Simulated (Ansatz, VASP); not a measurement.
# Ge2Sb2Te5: VASP beside Ansatz

Aim: how closely do two programs agree when they are given the same cell, functional and k mesh? Valence electrons are named where the data sets of a main pair hold unlike numbers.

Method: plane waves, with VASP 6.6.1 beside it; band structure at PBEsol, band structure at r2SCAN and band structure at BLYP, in Ansatz 0.2.0.

**1. The structure**

The structure is trigonal, space group P-3m1 (No. 164). The conventional cell has a = 4.294 Å, b = 4.294 Å, c = 17.101 Å, α = 90.00°, β = 90.00°, γ = 120.00°. Nearest to Ge lie 6 Te at 3.00 to 3.04 Å. Nearest to Sb lie 6 Te at 3.01 to 3.20 Å. Nearest to Te lie 6 Ge at 3.04 Å. Te has 3 Ge at 3.00 Å and 3 Sb at 3.20 Å nearest. Te has 3 Sb at 3.01 Å nearest. Farther neighbours and most contacts between anions are not listed.

As a file:

```
Ge Sb Te
1.0
     4.29406    0.00000    0.00000
    -2.14703    3.71877    0.00000
     0.00000    0.00000   17.10135
Ge Sb Te
2 2 5
Direct
  0.33333 0.66667 0.89711
  0.66667 0.33333 0.10290
  0.00000 0.00000 0.67993
  0.00000 0.00000 0.32007
  0.00000 0.00000 0.00000
  0.66667 0.33333 0.79846
  0.33333 0.66667 0.20154
  0.33333 0.66667 0.58011
  0.66667 0.33333 0.41989
```

**2. VASP: band structure, PBEsol**

Levels along a path test the potential and the projectors away from the mesh points.

Lines of VASP's logs that name or quote its potential files are left out, and so is its time.

The input, INCAR:

```
SYSTEM = Ge2Sb2Te5
PREC = Accurate
ENCUT = 410
EDIFF = 1E-06
NELM = 100
ISMEAR = 0
SIGMA = 0.02
LREAL = .FALSE.
ALGO = Normal
GGA = PS
NBANDS = 56
LORBIT = 11
LWAVE = .FALSE.
LCHARG = .FALSE.
KPAR = 2
NCORE = 4
```

The input, POSCAR:

```
Ge2Sb2Te5
1.0
    4.2940644248      0.0000000000      0.0000000000
   -2.1470322124      3.7187688774      0.0000000000
    0.0000000000      0.0000000000     17.1013460000
Ge Sb Te
2 2 5
Direct
    0.3333333300      0.6666666700      0.8971050000
    0.6666666700      0.3333333300      0.1028950000
    0.0000000000      0.0000000000      0.6799320000
    0.0000000000      0.0000000000      0.3200680000
    0.0000000000      0.0000000000      0.0000000000
    0.6666666700      0.3333333300      0.7984580000
    0.3333333300      0.6666666700      0.2015420000
    0.3333333300      0.6666666700      0.5801080000
    0.6666666700      0.3333333300      0.4198920000
```

The input, KPOINTS:

```
Automatic mesh
0
Gamma
4 4 1
0 0 0
```

The input, KPOINTS_OPT:

```
Line mode
12
Line-mode
Reciprocal
  0.00000000   0.00000000   0.00000000 GAMMA
  0.50000000   0.00000000   0.00000000 M

  0.50000000   0.00000000   0.00000000 M
  0.33333333   0.33333333   0.00000000 K

  0.33333333   0.33333333   0.00000000 K
  0.00000000   0.00000000   0.00000000 GAMMA

  0.00000000   0.00000000   0.00000000 GAMMA
  0.00000000   0.00000000   0.50000000 A

  0.00000000   0.00000000   0.50000000 A
  0.50000000   0.00000000   0.50000000 L

  0.50000000   0.00000000   0.50000000 L
  0.33333333   0.33333333   0.50000000 H

  0.33333333   0.33333333   0.50000000 H
  0.00000000   0.00000000   0.50000000 A

  0.50000000   0.00000000   0.50000000 L
  0.50000000   0.00000000   0.00000000 M

  0.33333333   0.33333333   0.00000000 K
  0.33333333   0.33333333   0.50000000 H
```

Potentials, in the order of the species: Ge_d, Sb and Te (PBE family, release 64).

Launch:

```
> mpirun -np 8 vasp_std
```

Numbers of over 12 decimals in the logs are rounded to 6 here.

What it wrote:

```text
[banner, memory and clock lines left out]
running    8 mpi-ranks, on    1 nodes
 distrk:  each k-point on    4 cores,    2 groups
 distr:  one band on    4 cores,    1 groups

 POSCAR found type information on POSCAR GeSbTe
 POSCAR found :  3 types and       9 ions
|                                                                             |
|               ----> ADVICE to this user running VASP <----                  |
|                                                                             |
|     You enforced a specific xc type in the INCAR file but a different       |
|     [... a line on the potential file left out ...]
|     I HOPE YOU KNOW WHAT YOU ARE DOING!                                     |
|                                                                             |

 LDA part: xc-table for (Slater+PW92), standard interpolation
 POSCAR, INCAR and KPOINTS ok, starting setup
 FFT: planning ... GRIDC
 FFT: planning ... GRID_SOFT
 FFT: planning ... GRID
 WAVECAR not read
 entering main loop
       N       E                     dE             d eps       ncg     rms          rms(c)
DAV:   1     0.523354225332E+03    0.52335E+03   -0.22964E+04   592   0.141E+03
DAV:   2     0.498687295363E+02   -0.47349E+03   -0.44275E+03   472   0.487E+02
DAV:   3    -0.327196135847E+02   -0.82588E+02   -0.80467E+02   536   0.115E+02
DAV:   4    -0.377103577094E+02   -0.49907E+01   -0.49622E+01   520   0.353E+01
DAV:   5    -0.378613346102E+02   -0.15098E+00   -0.15093E+00   568   0.642E+00    0.111E+01
DAV:   6    -0.376470906603E+02    0.21424E+00   -0.63016E-01   544   0.339E+00    0.691E+00
DAV:   7    -0.378311979236E+02   -0.18411E+00   -0.11690E+00   536   0.415E+00    0.302E+00
DAV:   8    -0.376232462878E+02    0.20795E+00   -0.94489E-01   528   0.325E+00    0.705E-01
DAV:   9    -0.376200015145E+02    0.32448E-02   -0.78122E-02   512   0.102E+00    0.561E-01
DAV:  10    -0.376206294532E+02   -0.62794E-03   -0.87888E-03   568   0.272E-01    0.473E-01
DAV:  11    -0.376205334565E+02    0.95997E-04   -0.26391E-04   568   0.699E-02    0.446E-01
DAV:  12    -0.376204570601E+02    0.76396E-04   -0.15145E-04   504   0.469E-02    0.349E-01
DAV:  13    -0.376202987081E+02    0.15835E-03   -0.31830E-04   536   0.766E-02    0.273E-01
DAV:  14    -0.376202970962E+02    0.16119E-05   -0.94852E-05   536   0.265E-02    0.216E-01
DAV:  15    -0.376202904459E+02    0.66504E-05   -0.26589E-06   440   0.610E-03    0.182E-01
DAV:  16    -0.376202680622E+02    0.22384E-04   -0.11554E-05   448   0.896E-03    0.108E-01
DAV:  17    -0.376202548982E+02    0.13164E-04   -0.11114E-05   488   0.928E-03    0.493E-02
DAV:  18    -0.376202501772E+02    0.47209E-05   -0.38525E-06   488   0.663E-03    0.302E-02
DAV:  19    -0.376202484555E+02    0.17217E-05   -0.33260E-06   480   0.746E-03    0.280E-02
DAV:  20    -0.376202486314E+02   -0.17588E-06   -0.27119E-06   480   0.455E-03
   1 F= -.37620249E+02 E0= -.37620249E+02  d E =-.688353E-17
 Start KPOINTS_OPT (optional k-point list driver)
k-point batch [1-4\108]
       N       E                     dE             ncg
DAV:   1     0.995151853533E+03    0.49576E+03      584
DAV:   2    -0.909919986981E+03   -0.19051E+04      480
DAV:   3    -0.125726278190E+04   -0.34734E+03      528
DAV:   4    -0.127883884098E+04   -0.21576E+02      536
DAV:   5    -0.127946651506E+04   -0.62767E+00      568
DAV:   6    -0.127949468072E+04   -0.28166E-01      584
DAV:   7    -0.127949570580E+04   -0.10251E-02      624
DAV:   8    -0.127949572919E+04   -0.23391E-04      560
DAV:   9    -0.127949573010E+04   -0.91258E-06      408
[...]
k-point batch [105-108\108]
       N       E                     dE             ncg
DAV:   1     0.769192023131E+03   -0.66363E+04      584
DAV:   2    -0.112007344667E+04   -0.18893E+04      496
DAV:   3    -0.144308065749E+04   -0.32301E+03      544
DAV:   4    -0.146170562985E+04   -0.18625E+02      520
DAV:   5    -0.146228121178E+04   -0.57558E+00      512
DAV:   6    -0.146230921297E+04   -0.28001E-01      584
DAV:   7    -0.146231063824E+04   -0.14253E-02      600
DAV:   8    -0.146231065210E+04   -0.13864E-04      576
DAV:   9    -0.146231065250E+04   -0.39948E-06      344
```

Parts of OUTCAR (step 2):

```text
ion  position               nearest neighbor table
   1  0.333  0.667  0.897-   6 3.00   6 3.00   6 3.00   5 3.04   5 3.04   5 3.04
   2  0.667  0.333  0.103-   7 3.00   7 3.00   7 3.00   5 3.04   5 3.04   5 3.04
   3  0.000  0.000  0.680-   8 3.01   8 3.01   8 3.01   6 3.20   6 3.20   6 3.20
   4  0.000  0.000  0.320-   9 3.01   9 3.01   9 3.01   7 3.20   7 3.20   7 3.20
   5  0.000  0.000  0.000-   1 3.04   2 3.04   2 3.04   1 3.04   2 3.04   1 3.04
   6  0.667  0.333  0.798-   1 3.00   1 3.00   1 3.00   3 3.20   3 3.20   3 3.20
   7  0.333  0.667  0.202-   2 3.00   2 3.00   2 3.00   4 3.20   4 3.20   4 3.20
   8  0.333  0.667  0.580-   3 3.01   3 3.01   3 3.01
   9  0.667  0.333  0.420-   4 3.01   4 3.01   4 3.01

  LATTYP: Found a hexagonal cell.
 ALAT       =     4.2940644248
 C/A-ratio  =     3.9825545936

 Subroutine GETGRP returns: Found 12 space group operations
 (whereof 12 operations were pure point group operations)

The static configuration has the point symmetry D_3d.

 Found      4 irreducible k-points:

   k-points           NKPTS =      4   k-points in BZ     NKDIM =      4   number of bands    NBANDS=     56

   dimension x,y,z NGX =    28 NGY =   28 NGZ =  120
   dimension x,y,z NGXF=    56 NGYF=   56 NGZF=  240

   ENCUT  =  410.0 eV  30.13 Ry    5.49 a.u.   7.09  7.09 28.23*2*pi/ulx,y,z

   NELECT =      68.0000    total number of electrons

 k-points in reciprocal lattice and weights: Automatic mesh
   0.00000000  0.00000000  0.00000000       0.062
   0.25000000 -0.00000000  0.00000000       0.375
   0.50000000 -0.00000000  0.00000000       0.188
   0.25000000  0.25000000  0.00000000       0.375

 average (electrostatic) potential at core
       1 -73.2573       2 -73.2573       3 -87.1969       4 -87.1969       5 -88.1712
       6 -88.2798       7 -88.2798       8 -88.5000       9 -88.5000

 E-fermi :   6.2306

 k-point     1 :       0.0000    0.0000    0.0000
  band No.  band energies     occupation
    ...
     30       4.8161      2.00000
     31       4.8161      2.00000
     32       4.9050      2.00000
     33       5.2282      2.00000
     34       6.0773      2.00000
     35       6.3456      0.00000
     36       6.3456      0.00000
     37       6.3485      0.00000
     38       6.9960      0.00000
     39       6.9960      0.00000
    ...

 k-point     2 :       0.2500   -0.0000    0.0000
  band No.  band energies     occupation
    ...
     30       4.2985      2.00000
     31       4.5231      2.00000
     32       4.9062      2.00000
     33       5.3926      2.00000
     34       5.5592      2.00000
     35       6.7815      0.00000
     36       6.8482      0.00000
     37       7.0271      0.00000
     38       7.6410      0.00000
     39       7.6636      0.00000
    ...

 k-point     3 :       0.5000   -0.0000    0.0000
  band No.  band energies     occupation
    ...
     30       4.0404      2.00000
     31       4.4451      2.00000
     32       4.5500      2.00000
     33       4.7642      2.00000
     34       5.2338      2.00000
     35       6.5085      0.00000
     36       7.0039      0.00000
     37       7.0994      0.00000
     38       7.3192      0.00000
     39       7.3470      0.00000
    ...

  Total       -3.9670229     -3.9670229     -4.8525310      0.0000000      0.0000000      0.0000000
  in kB      -23.2743336    -23.2743336    -28.4695671      0.0000000      0.0000000      0.0000000
  external PRESSURE =     -25.0060781 kB  Pullay stress =       0.0000000 kB

  energy-cutoff  :      410.00
  volume of cell :      273.09
      direct lattice vectors                 reciprocal lattice vectors
     4.294064425  0.000000000  0.000000000     0.232879599  0.134453099  0.000000000
    -2.147032212  3.718768877  0.000000000     0.000000000  0.268906198  0.000000000
     0.000000000  0.000000000 17.101346000     0.000000000  0.000000000  0.058474929

 POSITION                                       TOTAL-FORCE (eV/Angst)
 -----------------------------------------------------------------------------------
     -0.00000      2.47918     15.34170        -0.000000      0.000000      0.023825
      2.14703      1.23959      1.75964        -0.000000     -0.000000     -0.023825
      0.00000      0.00000     11.62775        -0.000000      0.000000     -0.036218
      0.00000      0.00000      5.47359        -0.000000     -0.000000      0.036218
      0.00000      0.00000      0.00000        -0.000000     -0.000000      0.000000
      2.14703      1.23959     13.65471         0.000000     -0.000000      0.108359
     -0.00000      2.47918      3.44664        -0.000000      0.000000     -0.108359
     -0.00000      2.47918      9.92063         0.000000      0.000000      0.226175
      2.14703      1.23959      7.18072        -0.000000     -0.000000     -0.226175
 -----------------------------------------------------------------------------------
    total drift:                                0.000000      0.000000      0.000000

  FREE ENERGIE OF THE ION-ELECTRON SYSTEM (eV)
  ---------------------------------------------------
  free  energy   TOTEN  =       -37.6202486314 eV

  energy  without entropy=      -37.6202486314  energy(sigma->0) =      -37.62024863

 total charge
# of ion       s       p       d       tot
------------------------------------------
    1        1.328   0.740  10.009  12.076
    2        1.328   0.740  10.009  12.076
    3        1.290   0.965   0.047   2.302
    4        1.290   0.965   0.047   2.302
    5        1.384   1.918   0.030   3.333
    6        1.390   1.918   0.032   3.340
    7        1.390   1.918   0.032   3.340
    8        1.413   1.875   0.029   3.317
    9        1.413   1.875   0.029   3.317
--------------------------------------------------
tot         12.228  12.913  20.263  45.404

[... 1 further part left out ...]
```

Spin-orbit coupling is off here; with elements this heavy it splits and shifts levels by tenths of an eV or more. At this level the cell is under a tension of 2.5 GPa, so at these settings it is away from equilibrium.

**3. Ansatz: band structure, PBEsol**

Ansatz runs on its default PAW (the set named soft_2) files.

The same cell, functional, mesh and smearing now go to Ansatz, which takes its cutoff from its data sets.

The input, input.yaml:

```yaml
crystal:
  lattice:
    - [4.2940644248, 0.0, 0.0]
    - [-2.1470322124, 3.7187688774, 0.0]
    - [0.0, 0.0, 17.101346]
  atoms:
    - { symbol: Ge, position: [0.33333333, 0.66666667, 0.897105] }
    - { symbol: Ge, position: [0.66666667, 0.33333333, 0.102895] }
    - { symbol: Sb, position: [0.0, 0.0, 0.679932] }
    - { symbol: Sb, position: [0.0, 0.0, 0.320068] }
    - { symbol: Te, position: [0.0, 0.0, 0.0] }
    - { symbol: Te, position: [0.66666667, 0.33333333, 0.798458] }
    - { symbol: Te, position: [0.33333333, 0.66666667, 0.201542] }
    - { symbol: Te, position: [0.33333333, 0.66666667, 0.580108] }
    - { symbol: Te, position: [0.66666667, 0.33333333, 0.419892] }
hamiltonian:
  xc: pbesol
  pseudopotentials: { kind: paw }
kpoints:
  mp_grid: { grid: [4, 4, 1] }
  band_path:
    path:
      - [0.0, 0.0, 0.0]
      - [0.13636, 0.0, 0.0]
      - [0.31818, 0.0, 0.0]
      - [0.5, 0.0, 0.0]
      - [0.4697, 0.06061, 0.0]
      - [0.40909, 0.18182, 0.0]
      - [0.34848, 0.30303, 0.0]
      - [0.30303, 0.30303, 0.0]
      - [0.18182, 0.18182, 0.0]
      - [0.06061, 0.06061, 0.0]
      - [0.0, 0.0, 0.0]
      - [0.0, 0.0, 0.18182]
      - [0.0, 0.0, 0.36364]
      - [0.0, 0.0, 0.5]
      - [0.13636, 0.0, 0.5]
      - [0.31818, 0.0, 0.5]
      - [0.5, 0.0, 0.5]
      - [0.4697, 0.06061, 0.5]
      - [0.40909, 0.18182, 0.5]
      - [0.34848, 0.30303, 0.5]
      - [0.30303, 0.30303, 0.5]
      - [0.18182, 0.18182, 0.5]
      - [0.06061, 0.06061, 0.5]
      - [0.5, 0.0, 0.5]
      - [0.5, 0.0, 0.31818]
      - [0.5, 0.0, 0.13636]
      - [0.5, 0.0, 0.0]
      - [0.33333, 0.33333, 0.13636]
      - [0.33333, 0.33333, 0.31818]
      - [0.33333, 0.33333, 0.5]
    npoints: 1
scf:
  occupations: { method: gaussian, width: 0.02 }
  n_extra_bands: 10
output:
  forces: true
  stress: true
  eigenvalues: true
```

Launch:

```
> ansatz run input.yaml --threads 4 --pin off --max-ram 9216MiB --backend cpu --events-out ev --progress --plain --runs-dir out
```

What it wrote:

```text
scf.n_extra_bands = 10 over 69 filled bands (N_el = 138.0): the run solves 79 bands
Engine: ansatz 0.2.0, aarch64-unknown-linux-gnu
Pseudopotentials: kind: paw
Pseudopotential: Ge, paw, valence charge 14, recommended cutoff 420 eV (normal), Ge.paw.azcp
Pseudopotential: Sb, paw, valence charge 15, recommended cutoff 420 eV (normal), Sb.paw.azcp
Pseudopotential: Te, paw, valence charge 16, recommended cutoff 420 eV (normal), Te.paw.azcp
Functional definition: PBEsol
  exchange = pbesol_x
  correlation = pbesol_c
Crystal: 9 atoms, lattice volume = 273.085 Å³
Basis set: ecut = 420 eV, 5295 PW (Γ), exchange–correlation on 60×60×240 points (8 copies of the dense FFT grid, shifted against one another)
Bands: 79, of which v1, the nominal top of the filled ones, is band 69 counted from 1 (68 counted from 0)
Symmetry: 12 space group operations
Space group: P-3m1 (ITA 164), of the structure as read, at distance tolerance 6.5e-5 Å
k-points: 4 of 16
Non-local potential: Ge, projectors of the file, l = 0: 2, l = 1: 2, l = 2: 3, l = 3: 1
Non-local potential: Sb, projectors of the file, l = 0: 2, l = 1: 2, l = 2: 2, l = 3: 2
Non-local potential: Te, projectors of the file, l = 0: 2, l = 1: 2, l = 2: 2, l = 3: 2
PAW form: soft (Blöchl's): semilocal exchange-correlation on the pseudo side does not see the compensation charge
PAW frozen core: Ge, regenerated for the run's functional, and the local potential with it (the file was generated under x = pbe(κ = 0.804, μ = 0.219515), c = pbe(β = 0.066725))
PAW frozen core: Sb, regenerated for the run's functional, and the local potential with it (the file was generated under x = pbe(κ = 0.804, μ = 0.219515), c = pbe(β = 0.066725))
PAW frozen core: Te, regenerated for the run's functional, and the local potential with it (the file was generated under x = pbe(κ = 0.804, μ = 0.219515), c = pbe(β = 0.066725))
PAW one-centre angular grid: Ge, 590 points (default); XC on 64 Gauss nodes
PAW one-centre angular grid: Sb, 590 points (default); XC on 64 Gauss nodes
PAW one-centre angular grid: Te, 590 points (default); XC on 64 Gauss nodes
Initial density: superposition of atomic densities (neutral atoms: chi_scale 0, normalization atom), corrected by the library's trained network
Initial wavefunctions: pseudopotential atomic-orbital guess
Functional: x = pbesol(κ = 0.804, μ = 0.123457), c = pbesol(β = 0.046)
SCF iter   1: F=—  HF=-55831.741198 eV  |F-HF|=—  |Δ(HF+E_count)|=         —  Δρ=2.28e-3  dr2=7.95e-2  ethr=1.77e-3  ⟨swp⟩=7.0  Hψ=1183  notcnv=0
preconditioner: auto → Resta (q_TF=auto, 2.435 Å⁻¹)  ε∞=5.2  [insulator: Δε(μ)=0.241 eV  Ē_g=7.593 eV  σ=0.020 eV  W_gap=1.00  n_scr=66 (ndim 8)  ℏωp=15.6 eV  f_vac=0.012  D(μ)=0.00/eV (n_scr^D=0)  ε∞_Penn≈5.2]
SCF iter   2: F=—  HF=-55831.732949 eV  |F-HF|=—  |Δ(HF+E_count)|=   8.25e-3  Δρ=1.67e-3  dr2=8.94e-2  ethr=5.76e-5  ⟨swp⟩=3.0  Hψ=479  notcnv=0  defer=11
SCF iter   3: F=—  HF=-55831.728535 eV  |F-HF|=—  |Δ(HF+E_count)|=   4.41e-3  Δρ=9.03e-4  dr2=7.83e-3  ethr=5.76e-5  ⟨swp⟩=2.5  Hψ=356  notcnv=0  defer=11
SCF iter   4: F=—  HF=-55831.728118 eV  |F-HF|=—  |Δ(HF+E_count)|=   4.17e-4  Δρ=2.90e-4  dr2=3.81e-4  ethr=5.68e-6  ⟨swp⟩=1.5  Hψ=320  notcnv=0  defer=11
SCF iter   5: F=—  HF=-55831.728127 eV  |F-HF|=—  |Δ(HF+E_count)|=   9.10e-6  Δρ=1.08e-4  dr2=5.69e-5  ethr=2.76e-7  ⟨swp⟩=2.0  Hψ=441  notcnv=0  defer=11
SCF iter   6: F=—  HF=-55831.728008 eV  |F-HF|=—  |Δ(HF+E_count)|=   1.19e-4  Δρ=3.34e-5  dr2=4.68e-6  ethr=4.12e-8  ⟨swp⟩=2.0  Hψ=447  notcnv=0  defer=11
SCF iter   7: F=—  HF=-55831.728009 eV  |F-HF|=—  |Δ(HF+E_count)|=   1.05e-6  Δρ=1.69e-5  dr2=7.91e-7  ethr=3.39e-9  ⟨swp⟩=2.0  Hψ=481  notcnv=0  defer=11
SCF iter   8: F=-55831.728009 eV  HF=-55831.728009 eV  |F-HF|=8.85e-9  |Δ(HF+E_count)|=   4.12e-7  Δρ=3.77e-6  dr2=6.05e-8  ethr=7.25e-11  ⟨swp⟩=9.0  Hψ=1598  notcnv=0
SCF 1 converged in 8 iterations: F = -55831.728009 eV  dr2 = 6.05e-8
  greatest PAW one-centre occupation: 0.998 electrons in one spin orbital (limit 2), on the Ge atom at site 1 (counted from 0), in its partial waves of l = 2
NSCF: frozen V_eff on 30 k-points
SCF converged after 8 iterations
Free energy (F): -55831.728009 eV
Harris-Foulkes:  -55831.728009 eV  (|F-HF|=8.85e-9)
Internal energy: -55831.728009 eV  (E = F + TS)
E sigma→0 (E₀):  -55831.728009 eV
Fermi energy:    9.170424 eV
--- Per-component energies (eV) ---
  E_band       = -1954.469656
  E_kinetic    = 1531.785044
  E_local      = -14592.115527  (includes V_loc(G=0)·N_el)
  E_nonlocal   = 16.740586
  E_hartree    = 7709.846340
  E_xc         = -1039.440504
  E_vxc        = -839.900739  (∫ρ·V_xc dr)
  E_paw        = -35867.283049  (= ΣΔE_a)
  E_vpaw       = -3490.668323  (= ΣTr[D̂ρ^β])
  E_aug_tail   = -0.000359  (compensation charges beyond the density's cutoff)
  E_ewald      = -13595.634202
  E_core_change = 4.373662  (= ΣΔE_core)
  E_smearing   = -0.000000  (= −TS)
  E_closure    = -0.000000  (closes the sum)
  Σ components = -55831.728009   (vs F -55831.728009, Δ=0.00e0)
--- Forces (eV/Å), atoms counted from 1 ---
  atom   1  Ge     0.00000000     0.00000000     0.02465908
  atom   2  Ge    -0.00000000    -0.00000000    -0.02465908
  atom   3  Sb    -0.00000000     0.00000000    -0.06146838
  atom   4  Sb     0.00000000    -0.00000000     0.06146838
  atom   5  Te     0.00000000     0.00000000     0.00000000
  atom   6  Te     0.00000000    -0.00000000     0.11210475
  atom   7  Te     0.00000000     0.00000000    -0.11210475
  atom   8  Te     0.00000000    -0.00000000     0.25263517
  atom   9  Te     0.00000000     0.00000000    -0.25263517
  max |Σ_I F_I| component: 5.55e-17 eV/Å
--- Stress (GPa, compression-positive) ---
       -2.312929       0.000000       0.000000
        0.000000      -2.312929      -0.000000
        0.000000      -0.000000      -2.840068
  P = ⅓ Tr σ = -2.4886 GPa (-24.886 kbar)
--- Band table (eV) ---
  k-point 0: bands = [... 65 lower, 7.7793, 7.8755, 8.1877, 9.0308, 9.3112, 9.3112, 9.3132, 9.9603, ... 6 higher]
  k-point 1: bands = [... 65 lower, 7.4852, 7.8685, 8.3514, 8.5214, 9.7451, 9.8130, 9.9901, 10.6125, ... 6 higher]
  k-point 2: bands = [... 65 lower, 7.4105, 7.5120, 7.7220, 8.1967, 9.4734, 9.9737, 10.0636, 10.2845, ... 6 higher]
  k-point 3: bands = [... 65 lower, 7.0960, 7.4869, 7.7987, 8.4746, 9.8691, 10.5481, 10.5637, 10.6080, ... 6 higher]
```

Run time: 4.8 s. Hardware: 4 threads of Arm Neoverse V2, shared host; peak memory 0.91 GiB; 18 s of CPU time.

[end of part 1 of 3]

[Lines on the potential files, build, host, timing and source positions are cut from VASP's logs without a mark.]

[Logs are printed without paths, hosts, clocks, repeated set-up lines and the standing remarks that a program may print on its own settings, such as how far it seeks lower states.]

[Hosts, paths, dates, database ids (printed as entryN), source tags and the programs' standing remarks are cut or masked in the printed files.]
